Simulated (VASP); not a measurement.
Energy against volume of Pd (fcc). Level of theory: RPBE GGA, VASP's PBE PAW potentials (set 64) (plane waves; VASP 6.6.1).

```json
[
 {"V (Å³/atom)": "14.815", "E (eV/atom)": "-4.59818"},
 {"V (Å³/atom)": "15.288", "E (eV/atom)": "-4.62067"},
 {"V (Å³/atom)": "15.761", "E (eV/atom)": "-4.62717"},
 {"V (Å³/atom)": "16.234", "E (eV/atom)": "-4.62059"},
 {"V (Å³/atom)": "16.707", "E (eV/atom)": "-4.60332"}
]
```

Fit a third-order Birch-Murnaghan equation of state.

```json
{
  "volume_per_atom": "15.74 Å³/atom",
  "bulk_modulus": "148 GPa",
  "pressure_derivative_of_the_bulk_modulus": "5.69",
  "lattice_constant_a": "3.978 Å"
}
```

Measured: bulk modulus 195 GPa at 0 K (computed value off by -24.2 %), as given by Vázquez-Parga, Fernández-Martínez, Viñes, J. Chem. Theory Comput. (2023), doi:10.1021/acs.jctc.3c00612, Supporting … [zero-point energy and finite temperature contributions removed]; a 3.876 Å at 0 K (computed value off by +2.6 %), as given by Daniel Mejia-Rodriguez et al., Physical Review B (2018), arXiv:1807.09216 [static lattice: zero-point anharmonic expansion removed].

The compound is Pd in the fcc structure. It was relaxed first, which changed the volume by +7 %.
